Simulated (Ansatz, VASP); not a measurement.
**Te (Tellurium): VASP beside Ansatz**

One calculation is typed for both programs; each brings its own data sets. How far apart do they land? The cell is taken from a series of runs on this material, whose earlier steps may have relaxed, scaled, displaced or heated it; both programs get it as it stands.

Method: plane waves, with VASP 6.6.1 beside it; relaxation of cell and atoms at PBEsol, in Ansatz 0.2.0.

## Step 1: The starting structure

The structure is trigonal, space group P3_121 (No. 152). The conventional cell has a = 4.314 Å, b = 4.314 Å, c = 5.954 Å, α = 90.00°, β = 90.00°, γ = 120.00°. Nearest to Te lie 2 Te at 2.91 Å.

Structure file:

```cif
data_structure
_symmetry_space_group_name_H-M 'P3_121'
_symmetry_Int_Tables_number 152
_cell_length_a 4.3136
_cell_length_b 4.3136
_cell_length_c 5.9545
_cell_angle_alpha 90.000
_cell_angle_beta 90.000
_cell_angle_gamma 120.000
_cell_volume 95.95
loop_
_atom_site_label
_atom_site_type_symbol
_atom_site_symmetry_multiplicity
_atom_site_Wyckoff_symbol
_atom_site_fract_x
_atom_site_fract_y
_atom_site_fract_z
_atom_site_occupancy
Te1 Te 3 a 0.28459 0.00000 0.33333 1
```

## Step 2: Ansatz: relaxation of cell and atoms, PBEsol

Ansatz runs on norm-conserving files, of PseudoDojo where its log says so.

The relaxed volume is the usual yardstick between codes: in a stiff, nearly cubic crystal its relative difference is about their pressure difference at one cell divided by the bulk modulus.

input.yaml reads:

```yaml
crystal:
  lattice:
    - [4.3136416021, 0.0, 0.0]
    - [-2.1568208011, 3.7357232103, 0.0]
    - [0.0, 0.0, 5.9544588714]
  atoms:
    - { symbol: Te, position: [0.2845945155, 0.0, 0.3333333333] }
    - { symbol: Te, position: [0.0, 0.2845945155, 0.6666666667] }
    - { symbol: Te, position: [0.7154054845, 0.7154054845, 0.0] }
kpoints:
  mp_grid: { grid: [15, 15, 8] }
hamiltonian:
  xc: pbesol
  pseudopotentials: { kind: nc, accuracy: standard }
scf:
  occupations: { method: gaussian, width: 0.1 }
output:
  forces: true
  stress: true
  eigenvalues: true
  write_density: true
  write_potential: true
  elf: true
  volumetric_format: npy
relax:
  adjacent_minimum: "off"
  f_tol: 0.005
  max_steps: 80
  cell: { stress_tol: 0.05 }
```

Started as:

```sh
$ ansatz run input.yaml --threads 4 --pin off --max-ram 15360MiB --backend cpu --events-out ev --progress --plain --runs-dir out
```

Numbers of over 12 decimals in the logs are rounded to 6 here.

The log of the run:

```text
Engine: ansatz 0.2.0, aarch64-unknown-linux-gnu
Pseudopotentials: kind: nc
Pseudopotential: Te, nc, valence charge 16, recommended cutoff 1120 eV (normal), Te.nc.azcp (PseudoDojo's, or run here from an input of PseudoDojo's; its table is named by hamiltonian.pseudopotentials.accuracy)
Functional definition: PBEsol
  exchange = pbesol_x
  correlation = pbesol_c
Crystal: 3 atoms, lattice volume = 95.954 Å³
Basis set: ecut = 1120 eV, 8151 PW (Γ), exchange–correlation on 96×96×144 points (8 copies of the dense FFT grid, shifted against one another)
Bands: 29, of which v1, the nominal top of the filled ones, is band 24 counted from 1 (23 counted from 0)
Symmetry: 6 space group operations
Space group: P3121 (ITA 152), of the structure as read, at distance tolerance 4.6e-5 Å
k-points: 192 of 1800 (time reversal used)
Non-local potential: Te, projectors of the file, l = 0: 3, l = 1: 2, l = 2: 2, l = 3: 2
Initial density: superposition of atomic densities (chi_scale 0.1, normalization cell)
Initial wavefunctions: pseudopotential atomic-orbital guess
Functional: x = pbesol(κ = 0.804, μ = 0.123457), c = pbesol(β = 0.046)
SCF iter   1: F=—  HF=-8539.579361 eV  |F-HF|=—  |Δ(HF+E_count)|=         —  Δρ=1.44e-2  dr2=1.49e-1  ethr=3.10e-3  ⟨swp⟩=6.9  Hψ=24428  notcnv=0
preconditioner: auto → Kerker (q_TF=auto, 2.431 Å⁻¹)  [metal: Δε(μ)=0.066 eV  Ē_g=8.695 eV  σ=0.100 eV  W_gap=0.34  n_scr=22 (ndim 8)  ℏωp=16.1 eV  f_vac=0.005  D(μ)=0.03/eV (n_scr^D=0)]
SCF iter   2: F=—  HF=-8539.565204 eV  |F-HF|=—  |Δ(HF+E_count)|=   1.42e-2  Δρ=8.75e-3  dr2=5.42e-2  ethr=3.10e-4  ⟨swp⟩=1.2  Hψ=7175  notcnv=0
preconditioner: auto → Resta (q_TF=auto, 2.431 Å⁻¹)  ε∞=4.4  [insulator: Δε(μ)=0.218 eV  Ē_g=8.696 eV  σ=0.100 eV  W_gap=0.57  n_scr=22 (ndim 8)  ℏωp=16.1 eV  f_vac=0.005  D(μ)=0.04/eV (n_scr^D=0)  ε∞_Penn≈4.4]
SCF iter   3: F=—  HF=-8539.558215 eV  |F-HF|=—  |Δ(HF+E_count)|=   6.99e-3  Δρ=1.09e-3  dr2=8.38e-4  ethr=1.13e-4  ⟨swp⟩=2.0  Hψ=7756  notcnv=0
SCF iter   4: F=—  HF=-8539.558298 eV  |F-HF|=—  |Δ(HF+E_count)|=   8.38e-5  Δρ=3.63e-4  dr2=8.95e-5  ethr=1.75e-6  ⟨swp⟩=2.4  Hψ=8990  notcnv=0
SCF iter   5: F=—  HF=-8539.558633 eV  |F-HF|=—  |Δ(HF+E_count)|=   3.34e-4  Δρ=9.90e-5  dr2=4.81e-6  ethr=1.86e-7  ⟨swp⟩=3.0  Hψ=10091  notcnv=0
SCF iter   6: F=—  HF=-8539.558633 eV  |F-HF|=—  |Δ(HF+E_count)|=   1.46e-7  Δρ=1.91e-5  dr2=3.89e-7  ethr=1.00e-8  ⟨swp⟩=2.3  Hψ=8999  notcnv=0
SCF iter   7: F=-8539.558633 eV  HF=-8539.558633 eV  |F-HF|=4.35e-9  |Δ(HF+E_count)|=   3.79e-7  Δρ=5.30e-6  dr2=1.77e-8  ethr=2.08e-10  ⟨swp⟩=14.5  Hψ=43708  notcnv=0
SCF 1 converged in 7 iterations: F = -8539.558633 eV  dr2 = 1.77e-8
relax step   1: F+E_penalty+E_count = -8539.55863339 eV  Δ(F+E_penalty+E_count) = +0.000e0 eV  max|allowed force component| = 3.322e-3 eV/Å  Δτ_max = 0.0000 Å  P = -0.013 GPa  Ω = 95.954 Å³  (7 SCF iters, dr2 threshold 1.00e-7 eV, accepted)
Initial density: handed on by an earlier stage of this run
Initial wavefunctions: pseudopotential atomic-orbital guess (no wavefunctions were taken with the density)
iter 1 solved again at ethr=2.64e-7 eV; its pass at ethr=3.10e-3 eV (dr2=1.27e-4 eV) is discarded
SCF iter   1: F=—  HF=-8539.558332 eV  |F-HF|=—  |Δ(HF+E_count)|=         —  Δρ=5.40e-6  dr2=1.62e-8  ethr=2.64e-7  ⟨swp⟩=3.5  Hψ=41935  notcnv=0
eigensolver tolerance schedule: the retry pair's looser diagonalisation over-reported the residual by 7812.12 of it (diagonalisation noise at 1.98 of the residual, at the tolerance the schedule requests for it); recorded, not acted on — ethr = c·dr2/N_el stays at c = 1.0e-1
preconditioner: auto → Resta (q_TF=auto, 2.431 Å⁻¹)  ε∞=4.4  [insulator: Δε(μ)=0.231 eV  Ē_g=8.702 eV  σ=0.100 eV  W_gap=0.68  n_scr=22 (ndim 8)  ℏωp=16.1 eV  f_vac=0.011  D(μ)=0.04/eV (n_scr^D=0)  ε∞_Penn≈4.4]
SCF iter   2: F=—  HF=-8539.558633 eV  |F-HF|=—  |Δ(HF+E_count)|=   3.01e-4  Δρ=2.67e-6  dr2=6.78e-9  ethr=3.38e-11  ⟨swp⟩=3.0  Hψ=13375  notcnv=0
SCF iter   3: F=—  HF=-8539.558633 eV  |F-HF|=—  |Δ(HF+E_count)|=   4.29e-9  Δρ=1.01e-6  dr2=8.75e-10  ethr=1.41e-11  ⟨swp⟩=2.0  Hψ=7296  notcnv=0
SCF iter   4: F=—  HF=-8539.558633 eV  |F-HF|=—  |Δ(HF+E_count)|=  6.77e-10  Δρ=2.57e-7  dr2=4.33e-11  ethr=1.82e-12  ⟨swp⟩=2.0  Hψ=10176  notcnv=0
SCF iter   5: F=-8539.558633 eV  HF=-8539.558633 eV  |F-HF|=5.46e-12  |Δ(HF+E_count)|=  3.82e-11  Δρ=5.94e-8  dr2=3.39e-12  ethr=1.00e-12  ⟨swp⟩=7.8  Hψ=30293  notcnv=0
SCF 2 converged in 5 iterations: F = -8539.558633 eV  dr2 = 3.39e-12
relax step   2: F+E_penalty+E_count = -8539.55863340 eV  Δ(F+E_penalty+E_count) = -4.044e-9 eV  max|allowed force component| = 3.319e-3 eV/Å  Δτ_max = 0.0000 Å  P = -0.013 GPa  Ω = 95.954 Å³  stress off target by 1.70e-2 GPa  SCF on the basis re-selected at this cell (its energy is not comparable with the rows above)  (5 SCF iters)
basis re-selected at this cell: Δ(F+E_penalty+E_count) = -4.044e-9 eV, ΔP = +0.000 GPa vs the last step (what re-selecting the basis moved, of the pressure what is left beyond the Pulay correction that the steps carried, after the strain that the cell walked since its last selection, with what the two solves' SCF thresholds leave and, on support functions, any second-order correction that the steps lacked; it is no m [...]
SCF converged after 5 iterations
Free energy (F): -8539.558633 eV
Harris-Foulkes:  -8539.558633 eV  (|F-HF|=5.46e-12)
Internal energy: -8539.558438 eV  (E = F + TS)
E sigma→0 (E₀):  -8539.558536 eV
Entropy (-TS):   -0.000195 eV (-0.065 meV/atom)
Fermi energy:    9.905004 eV
--- Per-component energies (eV) ---
  E_band       = -750.595953
  E_kinetic    = 4644.682718
  E_local      = -5962.995776  (includes V_loc(G=0)·N_el)
  E_nonlocal   = -2419.812329
  E_hartree    = 2106.106382
  E_xc         = -1984.486923
  E_vxc        = -1224.683321  (∫ρ·V_xc dr)
  E_ewald      = -4923.052510
  E_smearing   = -0.000195  (= −TS)
  E_closure    = 0.000000  (closes the sum)
  Σ components = -8539.558633   (vs F -8539.558633, Δ=0.00e0)
--- Forces (eV/Å), atoms counted from 1 ---
  atom   1  Te     0.00331871     0.00000000     0.00000000
  atom   2  Te    -0.00165935     0.00287409    -0.00000000
  atom   3  Te    -0.00165935    -0.00287409    -0.00000000
  max |Σ_I F_I| component: 7.40e-17 eV/Å
--- Stress (GPa, compression-positive) ---
       -0.017035      -0.000000      -0.000000
       -0.000000      -0.017035      -0.000000
       -0.000000      -0.000000      -0.005511
  P = ⅓ Tr σ = -0.0132 GPa (-0.132 kbar)
--- Band table (eV; the first three rows and the last of 192) ---
  k-point 0: bands = [... 20 lower, 7.2622, 8.0771, 8.0771, 8.7187, 10.8600, 10.8600, 11.5368, 14.6955, ... 1 higher]
  k-point 1: bands = [... 20 lower, 7.3974, 8.1419, 8.2452, 8.7453, 10.7198, 10.7494, 11.3643, 14.2548, ... 1 higher]
  k-point 2: bands = [... 20 lower, 7.3660, 8.3198, 8.5660, 8.8233, 10.4199, 10.4825, 10.9551, 13.8654, ... 1 higher]
  k-point 191: bands = [... 20 lower, 4.4254, 8.9907, 9.8707, 9.8710, 9.8710, 10.7837, 10.7837, 15.8758, ... 1 higher]
--- Relaxed structure (1 steps of the walk, 1 accepted, 1 SCFs on fresh bases) ---
  F+E_penalty+E_count = -8539.55863340 eV   max|allowed force component| = 3.319e-3 eV/Å   (the final SCF, on the basis selected at the relaxed cell)
  cell:  # Å, volume = 95.9536 Å³
    - [4.313642, 2.886746187928133e-11, 0.0]
    - [-2.156821, 3.735723, 0.0]
    - [0.0, 0.0, 5.9544588714]
  atoms:
    - { symbol: Te, position: [0.284595, 0, 0.333333] }
    - { symbol: Te, position: [0.0, 0.284595, 0.666667] }
    - { symbol: Te, position: [0.7154054845, 0.7154054845, 0.0] }
```

In the SCF lines HF is the Harris–Foulkes energy and dr2 the Hartree energy of the density residual, in eV; the loop may stop once dr2 is under the threshold and the program's other checks hold. Hψ counts applications of the Hamiltonian.

## Step 3: VASP: relaxation of cell and atoms, PBEsol

The same cell, functional, mesh and smearing now go to VASP, with its own data sets.

Lines of VASP's logs that name or quote its potential files are left out, and so is its time.

INCAR reads:

```
SYSTEM = Te
PREC = Accurate
ENCUT = 500
EDIFF = 1E-07
NELM = 120
ISMEAR = 0
SIGMA = 0.1
LREAL = .FALSE.
ALGO = Normal
GGA = PS
NBANDS = 15
LORBIT = 11
LWAVE = .FALSE.
LCHARG = .FALSE.
ISIF = 3
IBRION = 2
NSW = 80
EDIFFG = -0.005
LASPH = .TRUE.
GGA_COMPAT = .FALSE.
NELMIN = 4
```

POSCAR reads:

```
Te
1.0
    4.3136420000      0.0000000000      0.0000000000
   -2.1568210000      3.7357230000      0.0000000000
    0.0000000000      0.0000000000      5.9544590000
Te
3
Direct
    0.2845945491      0.0000000000      0.3333333893
    0.0000000620      0.2845944413      0.6666666107
    0.7154053889      0.7154055587      0.0000000000
```

KPOINTS reads:

```
Automatic mesh
0
Gamma
15 15 8
0 0 0
```

PAW data sets: Te (PBE family, release 64).

Started as:

```sh
$ mpirun -np 1 vasp_std
```

The log of the run:

```text
[banner, memory and clock lines left out]
running    1 mpi-ranks, on    1 nodes
 distrk:  each k-point on    1 cores,    1 groups
 distr:  one band on    1 cores,    1 groups

 POSCAR found type information on POSCAR Te
 POSCAR found :  1 types and       3 ions
|                                                                             |
|               ----> ADVICE to this user running VASP <----                  |
|                                                                             |
|     You enforced a specific xc type in the INCAR file but a different       |
|     [... a line on the potential file left out ...]
|     I HOPE YOU KNOW WHAT YOU ARE DOING!                                     |
|                                                                             |

 LDA part: xc-table for (Slater+PW92), standard interpolation
 POSCAR, INCAR and KPOINTS ok, starting setup
 FFT: planning ... GRIDC
 FFT: planning ... GRID_SOFT
 FFT: planning ... GRID
 WAVECAR not read
 entering main loop
       N       E                     dE             d eps       ncg     rms          rms(c)
DAV:   1     0.702289293286E+02    0.70229E+02   -0.64813E+03  5760   0.939E+02
DAV:   2    -0.601279606775E+01   -0.76242E+02   -0.72699E+02  7764   0.139E+02
DAV:   3    -0.105263572845E+02   -0.45136E+01   -0.44798E+01  6747   0.384E+01
DAV:   4    -0.106033458053E+02   -0.76989E-01   -0.76958E-01  8500   0.587E+00
DAV:   5    -0.106045133432E+02   -0.11675E-02   -0.11675E-02  7312   0.633E-01    0.136E+01
DAV:   6    -0.105876991522E+02    0.16814E-01   -0.11786E-02  7384   0.656E-01    0.847E+00
DAV:   7    -0.105820108341E+02    0.56883E-02   -0.24683E-02  6593   0.938E-01    0.242E-01
DAV:   8    -0.105816276698E+02    0.38316E-03   -0.41773E-03  6551   0.371E-01    0.116E-01
DAV:   9    -0.105816412557E+02   -0.13586E-04   -0.11233E-04  8248   0.730E-02    0.772E-02
DAV:  10    -0.105816423009E+02   -0.10452E-05   -0.11304E-05  7226   0.218E-02    0.911E-03
DAV:  11    -0.105816408475E+02    0.14534E-05   -0.38348E-06  7230   0.116E-02    0.340E-03
DAV:  12    -0.105816409667E+02   -0.11915E-06   -0.33474E-07  7545   0.349E-03    0.164E-03
DAV:  13    -0.105816409925E+02   -0.25775E-07   -0.42762E-08  5043   0.134E-03
   1 F= -.10581641E+02 E0= -.10581543E+02  d E =-.105816E+02
 curvature:   0.00 expect dE= 0.000E+00 dE for cont linesearch  0.000E+00
 trial: gam= 0.00000 g(F)=  0.261E-04 g(S)=  0.213E-03 ort = 0.000E+00 (trialstep = 0.100E+01)
 search vector abs. value=  0.239E-03
 bond charge predicted
       N       E                     dE             d eps       ncg     rms          rms(c)
DAV:   1    -0.105820114384E+02   -0.37047E-03   -0.91773E-03  5816   0.440E-01    0.138E-01
DAV:   2    -0.105817874604E+02    0.22398E-03   -0.35963E-04  6719   0.107E-01    0.642E-02
DAV:   3    -0.105817047656E+02    0.82695E-04   -0.69675E-05  6915   0.397E-02    0.227E-02
DAV:   4    -0.105816716799E+02    0.33086E-04   -0.55854E-05  6159   0.323E-02    0.464E-02
DAV:   5    -0.105816710319E+02    0.64797E-06   -0.30935E-06  8461   0.938E-03    0.177E-02
DAV:   6    -0.105816712561E+02   -0.22414E-06   -0.51899E-08  4440   0.150E-03    0.218E-03
DAV:   7    -0.105816713016E+02   -0.45541E-07   -0.63193E-09  3307   0.566E-04
   2 F= -.10581671E+02 E0= -.10581573E+02  d E =-.303091E-04
 trial-energy change:   -0.000030  1 .order   -0.000035   -0.000239    0.000170
 step:   0.5692(harm=  0.5848)  dis= 0.00037  next Energy=   -10.581708 (dE=-0.672E-04)
 bond charge predicted
       N       E                     dE             d eps       ncg     rms          rms(c)
DAV:   1    -0.105817686017E+02   -0.97346E-04   -0.17049E-03  5802   0.190E-01    0.591E-02
DAV:   2    -0.105817276988E+02    0.40903E-04   -0.66698E-05  6684   0.461E-02    0.277E-02
DAV:   3    -0.105817133937E+02    0.14305E-04   -0.13040E-05  6894   0.172E-02    0.969E-03
DAV:   4    -0.105817083923E+02    0.50014E-05   -0.10238E-05  6110   0.138E-02    0.198E-02
DAV:   5    -0.105817083021E+02    0.90188E-07   -0.57617E-07  7789   0.404E-03
   3 F= -.10581708E+02 E0= -.10581610E+02  d E =-.673097E-04
 curvature:  -0.29 expect dE=-0.113E-05 dE for cont linesearch -0.547E-07
 trial: gam=-0.01179 g(F)=  0.348E-05 g(S)=  0.399E-06 ort = 0.669E-05 (trialstep = 0.914E+00)
 search vector abs. value=  0.375E-05
 reached required accuracy - stopping structural energy minimisation
```

[end of part 1 of 2]

[Lines on the potential files, build, host, timing and source positions are cut from VASP's logs without a mark.]

[Logs are printed without paths, hosts, clocks, repeated set-up lines and the standing remarks that a program may print on its own settings, such as how far it seeks lower states.]

[Hosts, paths, dates, database ids (printed as entryN), source tags and the programs' standing remarks are cut or masked in the printed files.]
